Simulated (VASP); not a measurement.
Given:

```
YN
1.0
    0.00000     2.42776     2.42776
    2.42776     0.00000     2.42776
    2.42776     2.42776     0.00000
Y N
1 1
Direct
  0.00000   0.00000   0.00000
  0.50000   0.50000   0.50000
```

Computed with PBEsol GGA, VASP's PBE PAW potentials (set 64) (plane waves; VASP 6.6.1). Run with 600 eV cut-off, 10×10×10 Γ-centred mesh, Gaussian smearing of 0.050 eV, potentials Y_sv N.

Energy and stress use the plane-wave basis of the starting cell.

Q: The ions, cell shape and volume at an external pressure of 15.0 GPa are relaxed. Give the cell that the relaxation ends in.

A: 
```
YN
1.0
    0.00000     2.36741     2.36741
    2.36741     0.00000     2.36741
    2.36741     2.36741     0.00000
Y N
1 1
Direct
  0.00000   0.00000   0.00000
  0.50000   0.50000   0.50000
```
Space group Fm-3m (225), at a tolerance of 0.03 Å.

Q: How do energy and volume change from the first to the last step?

A: The energy (σ→0) changes by +44.8 meV/atom and the volume by -7.3 %, in 4 ionic steps.

| step | E(σ→0) (eV) | max force (eV/Å) | pressure (GPa) | volume (Å³) |
|---|---|---|---|---|
| 1 | -19.1324 | 0.000 | -0.14 | 28.62 |
| 2 | -18.4144 | 0.000 | 52.21 | 23.37 |
| 3 | -19.0494 | 0.000 | 14.28 | 26.61 |
| 4 | -19.0427 | 0.000 | 14.91 | 26.54 |

The compound is YN in the rock salt structure. This run relaxes it under an external pressure of 15 GPa. Symmetry was kept, so distortions that lower it aren't found.
